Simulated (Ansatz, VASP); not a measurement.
# Cross-check of TiB2 between VASP and Ansatz

Aim: how closely do two programs agree when they are given the same cell, functional and k mesh? The cell is taken from a series of runs on this material, whose earlier steps may have relaxed, scaled, displaced or heated it; both programs get it as it stands.

Method: plane waves, with VASP 6.6.1 beside it; zone-centre phonons at PBEsol, in Ansatz 0.2.0.

### Step 1. Starting point

The structure is hexagonal, space group P6/mmm (No. 191). The conventional cell has a = 3.017 Å, b = 3.017 Å, c = 3.185 Å, α = 90.00°, β = 90.00°, γ = 120.00°. Nearest to Ti lie 12 B at 2.36 Å. Nearest to B lie 3 B at 1.74 Å and 6 Ti at 2.36 Å. Farther neighbours are not listed.

Structure file:

```xyz
3
Lattice="3.0173 0.0000 0.0000 -1.5086 2.6130 0.0000 0.0000 0.0000 3.1847" Properties=species:S:1:pos:R:3 pbc="T T T"
Ti    0.0000    0.0000    0.0000
B     0.0000    1.7420    1.5924
B     1.5086    0.8710    1.5924
```

### Step 2. VASP: zone-centre phonons, PBEsol

Second derivatives magnify differences that forces hide, and they need a tight electronic threshold.

Lines of VASP's logs that name or quote its potential files are left out, and so is its time.

File INCAR:

```
SYSTEM = TiB2
PREC = Accurate
ENCUT = 500
EDIFF = 1E-08
NELM = 120
ISMEAR = 1
SIGMA = 0.2
LREAL = .FALSE.
ALGO = Normal
GGA = PS
NBANDS = 15
LASPH = .TRUE.
LORBIT = 11
LWAVE = .FALSE.
LCHARG = .FALSE.
ISIF = 2
IBRION = 8
GGA_COMPAT = .FALSE.
KPAR = 2
```

File POSCAR:

```
TiB2
1.0
    3.0172551895      0.0000000000      0.0000000000
   -1.5086275948      2.6130196438      0.0000000000
    0.0000000000      0.0000000000      3.1847100654
Ti B
1 2
Direct
    0.0000000000      0.0000000000      0.0000000000
    0.3333333333      0.6666666667      0.5000000000
    0.6666666667      0.3333333333      0.5000000000
```

File KPOINTS:

```
Automatic mesh
0
Gamma
21 21 16
0 0 0
```

Potentials, in the order of the species: Ti_sv and B (PBE family, release 64).

The run is started by

```
> mpirun -np 2 vasp_std
```

Numbers of over 12 decimals in the logs are rounded to 6 here.

Log:

```text
[banner, memory and clock lines left out]
running    2 mpi-ranks, on    1 nodes
 distrk:  each k-point on    1 cores,    2 groups
 distr:  one band on    1 cores,    1 groups

 POSCAR found type information on POSCAR TiB
 POSCAR found :  2 types and       3 ions
|                                                                             |
|               ----> ADVICE to this user running VASP <----                  |
|                                                                             |
|     You enforced a specific xc type in the INCAR file but a different       |
|     [... a line on the potential file left out ...]
|     I HOPE YOU KNOW WHAT YOU ARE DOING!                                     |
|                                                                             |

 LDA part: xc-table for (Slater+PW92), standard interpolation
 POSCAR, INCAR and KPOINTS ok, starting setup
 FFT: planning ... GRIDC
 FFT: planning ... GRID_SOFT
 FFT: planning ... GRID
 WAVECAR not read
 entering main loop
       N       E                     dE             d eps       ncg     rms          rms(c)
DAV:   1     0.118815909938E+03    0.11882E+03   -0.89211E+03 12990   0.134E+03
DAV:   2    -0.233760335937E+02   -0.14219E+03   -0.13777E+03 13618   0.352E+02
DAV:   3    -0.306513220262E+02   -0.72753E+01   -0.71957E+01 18966   0.773E+01
DAV:   4    -0.308353877184E+02   -0.18407E+00   -0.18373E+00 15555   0.109E+01
DAV:   5    -0.308405504235E+02   -0.51627E-02   -0.51625E-02 19330   0.154E+00    0.176E+01
DAV:   6    -0.257778227014E+02    0.50627E+01   -0.20610E+01 18083   0.523E+01    0.389E+00
DAV:   7    -0.257909805899E+02   -0.13158E-01   -0.11412E+00 13793   0.121E+01    0.355E+00
DAV:   8    -0.257939673153E+02   -0.29867E-02   -0.86572E-02 21413   0.252E+00    0.692E-01
DAV:   9    -0.257922599920E+02    0.17073E-02   -0.29550E-02 16143   0.232E+00    0.199E-01
DAV:  10    -0.257920446708E+02    0.21532E-03   -0.32416E-03 16438   0.746E-01    0.109E-01
DAV:  11    -0.257919801003E+02    0.64570E-04   -0.20182E-04 17915   0.153E-01    0.592E-02
DAV:  12    -0.257919606932E+02    0.19407E-04   -0.73086E-05 16093   0.106E-01    0.149E-02
DAV:  13    -0.257919607378E+02   -0.44641E-07   -0.45516E-06 16072   0.194E-02    0.300E-03
DAV:  14    -0.257919605638E+02    0.17402E-06   -0.74492E-07 19174   0.929E-03    0.727E-04
DAV:  15    -0.257919606060E+02   -0.42241E-07   -0.27089E-08 12444   0.214E-03    0.417E-04
DAV:  16    -0.257919606292E+02   -0.23194E-07   -0.40433E-09  7852   0.731E-04    0.104E-04
DAV:  17    -0.257919606263E+02    0.29290E-08   -0.44496E-10  6984   0.279E-04
   1 F= -.25791961E+02 E0= -.25792146E+02  d E =0.555420E-03
 Linear response reoptimize wavefunctions to high precision
DAV:   1    -0.257919606261E+02    0.21396E-09   -0.11909E-10  8279   0.110E-04
DAV:   2    -0.257919606261E+02    0.12733E-10   -0.21748E-11  6907   0.522E-05
 Linear response DOF=           4
 Linear response progress:
  Degree of freedom:   1/  4
       N       E                     dE             d eps       ncg     rms          rms(c)
RMM:   1    -0.694647976000E+00   -0.69465E+00    0.48513E+00 33007   0.135E+02
RMM:   2    -0.656173345672E+00    0.38475E-01   -0.33222E-01 55174   0.515E+00    0.183E-01
RMM:   3    -0.654381923701E+00    0.17914E-02   -0.22381E-02 64996   0.124E+00    0.812E-02
RMM:   4    -0.654123555785E+00    0.25837E-03   -0.12854E-02 73249   0.570E-01    0.188E-02
RMM:   5    -0.654954246375E+00   -0.83069E-03   -0.11747E-03 75124   0.194E-01    0.101E-02
RMM:   6    -0.655285931841E+00   -0.33169E-03   -0.29710E-04 77529   0.843E-02    0.438E-03
RMM:   7    -0.655465962557E+00   -0.18003E-03   -0.67039E-05 75979   0.380E-02    0.105E-03
RMM:   8    -0.655510371596E+00   -0.44409E-04   -0.19205E-05 79304   0.171E-02    0.230E-04
RMM:   9    -0.655514485713E+00   -0.41141E-05   -0.94381E-06 80678   0.882E-03    0.171E-04
RMM:  10    -0.655518120908E+00   -0.36352E-05   -0.59815E-06 80730   0.463E-03    0.167E-04
RMM:  11    -0.655533359260E+00   -0.15238E-04   -0.43055E-06 73822   0.301E-03    0.220E-04
RMM:  12    -0.655527593907E+00    0.57654E-05   -0.33576E-06 77290   0.193E-03    0.166E-05
RMM:  13    -0.655528039425E+00   -0.44552E-06   -0.18887E-06 81057   0.132E-03    0.138E-05
RMM:  14    -0.655527432782E+00    0.60664E-06   -0.23109E-07 79857   0.990E-04    0.236E-05
[...]
RMM:  31    -0.655528659696E+00   -0.29064E-08    0.49523E-07 29211   0.116E-04    0.554E-06
RMM:  32    -0.655528660454E+00   -0.75791E-09    0.46793E-07 30669   0.105E-04    0.661E-06
RMM:  33    -0.655528660219E+00    0.23470E-09    0.43985E-07 43493   0.963E-05    0.798E-06
RMM:  34    -0.655528659040E+00    0.11792E-08    0.41536E-07 32108   0.875E-05    0.906E-06
RMM:  35    -0.655528658321E+00    0.71870E-09    0.38912E-07 25140   0.795E-05    0.964E-06
RMM:  36    -0.655528656895E+00    0.14266E-08    0.36698E-07 24940   0.725E-05    0.103E-05
RMM:  37    -0.655528656191E+00    0.70377E-09    0.33908E-07 26656   0.662E-05    0.110E-05
RMM:  38    -0.655528653278E+00    0.29129E-08    0.31599E-07 25386   0.605E-05    0.114E-05
 first order change of Fermi-energy   0.21541E-03
 force on displaced ion       1 direction 1 : -15.177   0.000   0.000
 Linear response progress:
  Degree of freedom:   2/  4
       N       E                     dE             d eps       ncg     rms          rms(c)
RMM:   1    -0.796282305360E+00   -0.79628E+00   -0.23053E+00 13269   0.132E+02
RMM:   2    -0.746049537337E+00    0.50233E-01   -0.31136E-01 21345   0.476E+00    0.200E-01
RMM:   3    -0.744995285743E+00    0.10543E-02   -0.23549E-02 25002   0.119E+00    0.902E-02
RMM:   4    -0.745433734671E+00   -0.43845E-03   -0.16548E-02 27519   0.584E-01    0.256E-02
RMM:   5    -0.746350260513E+00   -0.91653E-03   -0.15009E-03 29188   0.193E-01    0.205E-02
RMM:   6    -0.747741752178E+00   -0.13915E-02   -0.29432E-04 25522   0.987E-02    0.117E-02
RMM:   7    -0.747272514938E+00    0.46924E-03   -0.85003E-05 27312   0.436E-02    0.195E-03
RMM:   8    -0.747342321332E+00   -0.69806E-04   -0.30190E-05 30057   0.203E-02    0.579E-04
RMM:   9    -0.747358335420E+00   -0.16014E-04   -0.32963E-05 30794   0.104E-02    0.249E-04
RMM:  10    -0.747360317702E+00   -0.19823E-05   -0.23150E-05 30492   0.592E-03    0.163E-04
RMM:  11    -0.747362734052E+00   -0.24163E-05   -0.24396E-05 30654   0.369E-03    0.127E-04
RMM:  12    -0.747365883971E+00   -0.31499E-05   -0.21063E-05 30089   0.262E-03    0.737E-05
RMM:  13    -0.747371742233E+00   -0.58583E-05   -0.18912E-05 28518   0.202E-03    0.653E-05
RMM:  14    -0.747369145268E+00    0.25970E-05   -0.16213E-05 29504   0.158E-03    0.241E-05
RMM:  15    -0.747369540869E+00   -0.39560E-06   -0.14870E-05 30571   0.126E-03    0.250E-05
RMM:  16    -0.747369797085E+00   -0.25622E-06   -0.13076E-05 31264   0.104E-03    0.310E-05
RMM:  17    -0.747369954232E+00   -0.15715E-06   -0.12376E-05 31029   0.880E-04    0.343E-05
RMM:  18    -0.747369964197E+00   -0.99649E-08   -0.10935E-05 29667   0.755E-04    0.411E-05
RMM:  19    -0.747370047882E+00   -0.83685E-07   -0.10719E-05 28113   0.653E-04    0.447E-05
RMM:  20    -0.747370026604E+00    0.21278E-07   -0.92600E-06 24861   0.570E-04    0.484E-05
RMM:  21    -0.747370138588E+00   -0.11198E-06   -0.90174E-06 26814   0.502E-04    0.527E-05
RMM:  22    -0.747370180121E+00   -0.41533E-07   -0.81380E-06 25802   0.446E-04    0.518E-05
 first order change of Fermi-energy   0.21194E-02
 force on displaced ion       1 direction 3 :   0.000   0.000 -15.444
 Linear response progress:
  Degree of freedom:   3/  4
       N       E                     dE             d eps       ncg     rms          rms(c)
RMM:   1    -0.502550933181E-01   -0.50255E-01   -0.26546E-02137935   0.142E+00
RMM:   2    -0.447785132722E-01    0.54766E-02   -0.28915E-03115114   0.370E-01    0.166E-01
RMM:   3    -0.446135688244E-01    0.16494E-03   -0.11142E-03116473   0.188E-01    0.822E-02
RMM:   4    -0.451752549256E-01   -0.56169E-03   -0.78224E-04116024   0.144E-01    0.901E-03
RMM:   5    -0.451664264923E-01    0.88284E-05   -0.14458E-04140895   0.544E-02    0.331E-03
RMM:   6    -0.451897276117E-01   -0.23301E-04   -0.32847E-05146920   0.232E-02    0.141E-03
RMM:   7    -0.451831919758E-01    0.65356E-05   -0.58286E-06143287   0.972E-03    0.446E-04
RMM:   8    -0.451887687377E-01   -0.55768E-05   -0.12852E-06146371   0.469E-03    0.230E-04
RMM:   9    -0.451870891650E-01    0.16796E-05   -0.42787E-07146738   0.230E-03    0.688E-05
RMM:  10    -0.451874706725E-01   -0.38151E-06   -0.19273E-07148598   0.116E-03    0.173E-05
RMM:  11    -0.451874920184E-01   -0.21346E-07   -0.56439E-08150682   0.595E-04    0.145E-05
RMM:  12    -0.451874916647E-01    0.35364E-09   -0.87237E-08147771   0.324E-04    0.125E-05
 first order change of Fermi-energy   0.51199E-04
 force on displaced ion       2 direction 1 : -20.040   0.000   0.000
 Linear response progress:
  Degree of freedom:   4/  4
       N       E                     dE             d eps       ncg     rms          rms(c)
RMM:   1    -0.462709893356E-01   -0.46271E-01    0.11056E-02 43307   0.175E+00
RMM:   2    -0.443316152974E-01    0.19394E-02   -0.24584E-03 40031   0.352E-01    0.126E-01
RMM:   3    -0.442842965167E-01    0.47319E-04   -0.10413E-03 40946   0.185E-01    0.614E-02
RMM:   4    -0.447185714927E-01   -0.43427E-03   -0.54928E-04 41808   0.128E-01    0.122E-02
RMM:   5    -0.447646268873E-01   -0.46055E-04   -0.11964E-04 47831   0.544E-02    0.359E-03
RMM:   6    -0.447923326405E-01   -0.27706E-04   -0.22962E-05 49505   0.241E-02    0.141E-03
RMM:   7    -0.447802164176E-01    0.12116E-04   -0.52634E-06 48584   0.111E-02    0.554E-04
RMM:   8    -0.447829026013E-01   -0.26862E-05   -0.36997E-06 49924   0.561E-03    0.162E-04
RMM:   9    -0.447828998663E-01    0.27351E-08   -0.53388E-06 49884   0.269E-03    0.124E-04
RMM:  10    -0.447828778700E-01    0.21996E-07   -0.32338E-06 48954   0.140E-03    0.761E-05
RMM:  11    -0.447833492188E-01   -0.47135E-06   -0.20178E-06 49119   0.715E-04    0.364E-05
RMM:  12    -0.447833199999E-01    0.29219E-07   -0.12142E-06 50898   0.384E-04    0.615E-06
RMM:  13    -0.447833066554E-01    0.13344E-07   -0.78371E-07 50845   0.200E-04    0.108E-05
RMM:  14    -0.447832944376E-01    0.12218E-07   -0.44114E-07 48873   0.115E-04    0.124E-05
RMM:  15    -0.447832934007E-01    0.10369E-08   -0.25503E-07 51621   0.582E-05    0.120E-05
RMM:  16    -0.447832953605E-01   -0.19598E-08   -0.15148E-07 50120   0.323E-05    0.149E-05
RMM:  17    -0.447832875771E-01    0.77833E-08   -0.87837E-08 46612   0.204E-05    0.959E-06
 first order change of Fermi-energy  -0.25171E-03
 force on displaced ion       2 direction 3 :  -0.000  -0.000 -10.087
 Linear response finished
```

OUTCAR, selected parts (step 2):

```text
ion  position               nearest neighbor table
   1  0.000  0.000  0.000-   2 2.36   3 2.36   2 2.36   3 2.36   3 2.36   3 2.36   2 2.36   2 2.36
                             3 2.36   3 2.36   2 2.36   2 2.36
   2  0.333  0.667  0.500-   3 1.74   3 1.74   3 1.74   1 2.36   1 2.36   1 2.36   1 2.36   1 2.36
                             1 2.36
   3  0.667  0.333  0.500-   2 1.74   2 1.74   2 1.74   1 2.36   1 2.36   1 2.36   1 2.36   1 2.36
                             1 2.36

  LATTYP: Found a hexagonal cell.
 ALAT       =     3.0172551895
 C/A-ratio  =     1.0554990763

 Subroutine GETGRP returns: Found 24 space group operations
 (whereof 24 operations were pure point group operations)

The static configuration has the point symmetry D_6h.

 Found    432 irreducible k-points:

   k-points           NKPTS =    432   k-points in BZ     NKDIM =    432   number of bands    NBANDS=     15

   dimension x,y,z NGX =    24 NGY =   24 NGZ =   24
   dimension x,y,z NGXF=    48 NGYF=   48 NGZF=   48

   ENCUT  =  500.0 eV  36.75 Ry    6.06 a.u.   5.50  5.50  5.81*2*pi/ulx,y,z

   NELECT =      18.0000    total number of electrons

 k-points in reciprocal lattice and weights: Automatic mesh
   0.00000000  0.00000000  0.00000000       0.000
   0.04761905 -0.00000000  0.00000000       0.001
   0.09523810  0.00000000  0.00000000       0.001
   0.14285714  0.00000000  0.00000000       0.001
   0.19047619  0.00000000  0.00000000       0.001
   0.23809524  0.00000000  0.00000000       0.001
   0.28571429  0.00000000  0.00000000       0.001
   0.33333333  0.00000000  0.00000000       0.001
   0.38095238  0.00000000  0.00000000       0.001
[...]
0.33333333  0.28571429  0.50000000       0.002
   0.33333333  0.33333333  0.50000000       0.000

 average (electrostatic) potential at core
       1 -70.4181       2 -22.1716       3 -22.1716

  Total        0.0655599      0.0655599      0.0475530     -0.0000000      0.0000000      0.0000000
  in kB        4.1833526      4.1833526      3.0343345     -0.0000000      0.0000000      0.0000000
  external PRESSURE =       3.8003465 kB  Pullay stress =       0.0000000 kB

  energy-cutoff  :      500.00
  volume of cell :       25.11
      direct lattice vectors                 reciprocal lattice vectors
     3.017255190  0.000000000  0.000000000     0.331427054  0.191349499  0.000000000
    -1.508627595  2.613019644  0.000000000     0.000000000  0.382698998  0.000000000
     0.000000000  0.000000000  3.184710065     0.000000000  0.000000000  0.314000326

 POSITION                                       TOTAL-FORCE (eV/Angst)
 -----------------------------------------------------------------------------------
      0.00000      0.00000      0.00000         0.000000      0.000000      0.000000
     -0.00000      1.74201      1.59236        -0.000000     -0.000000      0.000000
      1.50863      0.87101      1.59236         0.000000      0.000000      0.000000
 -----------------------------------------------------------------------------------
    total drift:                               -0.000000      0.000000      0.000000

 Eigenvectors and eigenvalues of the dynamical matrix
 ----------------------------------------------------

   1 f  =   27.106065 THz   170.312428 2PiTHz  904.160999 cm-1   112.101626 meV
             X         Y         Z           dx          dy          dz
      0.000000  0.000000  0.000000    -0.000000   -0.000000    0.000000
     -0.000000  1.742013  1.592355     0.535484   -0.461797    0.000000
      1.508628  0.871007  1.592355    -0.535484    0.461797    0.000000

   2 f  =   27.106065 THz   170.312428 2PiTHz  904.160999 cm-1   112.101626 meV
             X         Y         Z           dx          dy          dz
      0.000000  0.000000  0.000000     0.000000   -0.000000    0.000000
     -0.000000  1.742013  1.592355    -0.461797   -0.535484   -0.000000
      1.508628  0.871007  1.592355     0.461797    0.535484    0.000000

   3 f  =   16.778660 THz   105.423432 2PiTHz  559.675867 cm-1    69.390932 meV
             X         Y         Z           dx          dy          dz
      0.000000  0.000000  0.000000    -0.000000   -0.000000   -0.000000
     -0.000000  1.742013  1.592355     0.000000   -0.000000   -0.707107
      1.508628  0.871007  1.592355     0.000000    0.000000    0.707107

   4 f  =   15.918357 THz   100.017990 2PiTHz  530.979250 cm-1    65.833007 meV
             X         Y         Z           dx          dy          dz
      0.000000  0.000000  0.000000    -0.000000   -0.000000    0.557767
     -0.000000  1.742013  1.592355     0.000000    0.000000   -0.586897
      1.508628  0.871007  1.592355     0.000000    0.000000   -0.586897

   5 f  =   15.772852 THz    99.103751 2PiTHz  526.125704 cm-1    65.231244 meV
             X         Y         Z           dx          dy          dz
      0.000000  0.000000  0.000000    -0.422594    0.364429   -0.000000
     -0.000000  1.742013  1.592355     0.444364   -0.383202    0.000000
      1.508628  0.871007  1.592355     0.444364   -0.383202    0.000000

   6 f  =   15.772852 THz    99.103751 2PiTHz  526.125704 cm-1    65.231244 meV
             X         Y         Z           dx          dy          dz
      0.000000  0.000000  0.000000     0.364429    0.422594    0.000000
     -0.000000  1.742013  1.592355    -0.383202   -0.444364   -0.000000
      1.508628  0.871007  1.592355    -0.383202   -0.444364   -0.000000

   7 f/i=    0.000094 THz     0.000590 2PiTHz    0.003134 cm-1     0.000389 meV
             X         Y         Z           dx          dy          dz
      0.000000  0.000000  0.000000    -0.000000   -0.000000   -0.829997
     -0.000000  1.742013  1.592355    -0.000000   -0.000000   -0.394401
      1.508628  0.871007  1.592355    -0.000000   -0.000000   -0.394401

   8 f/i=    0.005019 THz     0.031538 2PiTHz    0.167427 cm-1     0.020758 meV
             X         Y         Z           dx          dy          dz
      0.000000  0.000000  0.000000     0.083895    0.825571   -0.000000
     -0.000000  1.742013  1.592355     0.039892    0.392563   -0.000000
      1.508628  0.871007  1.592355     0.039892    0.392563   -0.000000

   9 f/i=    0.005019 THz     0.031538 2PiTHz    0.167427 cm-1     0.020758 meV
             X         Y         Z           dx          dy          dz
      0.000000  0.000000  0.000000    -0.825571    0.083895    0.000000
     -0.000000  1.742013  1.592355    -0.392563    0.039892    0.000000
      1.508628  0.871007  1.592355    -0.392563    0.039892    0.000000

 ELASTIC MODULI CONTR FROM IONIC RELAXATION (kBar)
 Direction    XX          YY          ZZ          XY          YZ          ZX
 --------------------------------------------------------------------------------
 XX         -52.2517     52.2517     -0.0000      0.0000      0.0000      0.0000
 YY          52.2517    -52.2517     -0.0000      0.0000      0.0000     -0.0000
 ZZ          -0.0000      0.0000     -0.0000      0.0000      0.0000      0.0000
 XY           0.0000      0.0000      0.0000    -52.2517      0.0000     -0.0000
 YZ           0.0000      0.0000      0.0000      0.0000      0.0000      0.0000
 ZX           0.0000     -0.0000      0.0000     -0.0000      0.0000     -0.0000
 --------------------------------------------------------------------------------
```

(Part 1 of 2 ends here.)

[Lines on the potential files, build, host, timing and source positions are cut from VASP's logs without a mark.]

[Logs are printed without paths, hosts, clocks, repeated set-up lines and the standing remarks that a program may print on its own settings, such as how far it seeks lower states.]

[Hosts, paths, dates, database ids (printed as entryN), source tags and the programs' standing remarks are cut or masked in the printed files.]
